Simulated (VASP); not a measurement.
RuN (relaxed from the NiAs type structure, space group P6_3/mmc): computed properties

Method: PBEsol GGA, VASP's PBE PAW potentials (set 64) (plane waves; VASP).

```json
{
 "space_group": "P6_3/mmc (194)",
 "cell": "a = b = 2.891 Å, c = 5.275 Å, α = β = 90.00°, γ = 120.00°",
 "volume_per_atom": "9.55 Å³/atom",
 "band gap (over mesh and band path)": "none (metal, semimetal or under 0.01 eV)",
 "density": "10.01 g/cm³"
}
```

```cif
data_N2Ru2
_chemical_formula_sum 'Ru2 N2'
_space_group_name_H-M_alt 'P63/mmc'
_space_group_IT_number 194
_space_group_name_Hall '-P 6c 2c'
_cell_length_a 2.89106
_cell_length_b 2.89106
_cell_length_c 5.27540
_cell_angle_alpha 90.000
_cell_angle_beta 90.000
_cell_angle_gamma 120.000
loop_
_atom_site_label
_atom_site_type_symbol
_atom_site_symmetry_multiplicity
_atom_site_Wyckoff_symbol
_atom_site_fract_x
_atom_site_fract_y
_atom_site_fract_z
_atom_site_occupancy
Ru1 Ru 2 a 0.00000 0.00000 0.00000 1
N1 N 2 c 0.33333 0.66667 0.25000 1
```

The structure was generated: RuN was put into the NiAs type type (P6_3/mmc), which need not be its known phase. It was relaxed first, which changed the volume by -23 %. Symmetry was kept, so distortions that lower it aren't found.
